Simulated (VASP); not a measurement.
Runs of VASP 6.6.1 on CdAg. All rows change the cell; the cell of one of them follows. The structure is cubic, space group Pm-3m (No. 221). Conventional cell: a = 3.164 Å, b = 3.164 Å, c = 3.164 Å, α = 90.00°, β = 90.00°, γ = 90.00°. Around Cd (site symmetry m-3m) lie 8 Ag at 2.74 Å. Around Ag (site symmetry m-3m) lie 8 Cd at 2.74 Å. 

```csv
cell,gap on the mesh (eV),pressure (GPa)
"strain -0.050 along x and y, -0.050 along z, atoms carried along",none,14.8
"strain +0.000 along x and y, +0.050 along z, atoms carried along",none,-8.6
"strain +0.050 along x and y, +0.000 along z, atoms carried along",none,-11.0
"strain -0.050 along x and y, +0.000 along z, atoms carried along",none,(a)
```

Alike in all rows: task single point; level LDA; potentials or basis VASP PAW LDA potentials, release 64 (Cd, Ag); no spin polarisation; k mesh 14 × 14 × 14; cutoff (eV) 520; smearing gaussian 0.15 eV.

Problem. Fill in the values left out.

Solution. (a) 6.3.

A k mesh can miss the band edges, and the runs leave out spin-orbit coupling on Ag, Cd.

A gap of «none» marks a metal or a gap under the smearing width.
